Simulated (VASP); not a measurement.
VASP ran on this input.

INCAR:
```
SYSTEM = Na
PREC = Accurate
ENCUT = 400
EDIFF = 1E-6
NELM = 100
ALGO = Normal
LREAL = .FALSE.
LASPH = .TRUE.
ISMEAR = 1
SIGMA = 0.1
GGA = PE
LWAVE = .FALSE.
LCHARG = .FALSE.
ISIF = 2
ICHARG = 11
```

### POSCAR
```
Na
1
   -2.1726000000     2.1726000000     2.1726000000
    2.1726000000    -2.1726000000     2.1726000000
    2.1726000000     2.1726000000    -2.1726000000
Na
1
Direct
  0.0000000000   0.0000000000   0.0000000000
```

KPOINTS:
```
Automatic mesh
0
Gamma
9 9 9
0 0 0
```

POTCAR, in this order: Na_pv (PBE.64 set). Program: vasp_std.

Output of the run:

standard output:
```
 POSCAR found type information on POSCAR Na
 POSCAR found :  1 types and       1 ions
 Reading from existing POTCAR
 Reading from existing POTCAR
 LDA part: xc-table for (Slater+PW92), standard interpolation
 WARNING: stress and forces are not correct
 POSCAR, INCAR and KPOINTS ok, starting setup
 WAVECAR not read
 WARNING: CHGCAR is incomplete

 -----------------------------------------------------------------------------
|                                                                             |
|     EEEEEEE  RRRRRR   RRRRRR   OOOOOOO  RRRRRR      ###     ###     ###     |
|     E        R     R  R     R  O     O  R     R     ###     ###     ###     |
|     E        R     R  R     R  O     O  R     R     ###     ###     ###     |
|     EEEEE    RRRRRR   RRRRRR   O     O  RRRRRR       #       #       #      |
|     E        R   R    R   R    O     O  R   R                               |
|     E        R    R   R    R   O     O  R    R      ###     ###     ###     |
|     EEEEEEE  R     R  R     R  OOOOOOO  R     R     ###     ###     ###     |
|                                                                             |
|     ICHARG>10                                                               |
|                                                                             |
|       ---->  I REFUSE TO CONTINUE WITH THIS SICK JOB ... BYE!!! <----       |
|                                                                             |
 -----------------------------------------------------------------------------
```

**Question.** Read the log: what went wrong, and how is it fixed?

**Answer.** The cause: ICHARG = 11 asks for a fixed density, but there is no CHGCAR. VASP stops with an error: ERROR: charge density could not be read from file CHGCAR for ICHARG>10 ----> I REFUSE TO CONTINUE WITH THIS SICK JOB ... BYE!!! <---- To mend it, run self-consistently first and keep its CHGCAR, or remove ICHARG. The plain static run on this cell (PBE GGA, plane waves, VASP's PBE PAW potentials (set 64)) converges, and its OSZICAR ends with
```
   1 F= -.13062643E+01 E0= -.13061989E+01  d E =-.196309E-03
```

The compound is Na in the bcc structure. The cell was not relaxed at this level.
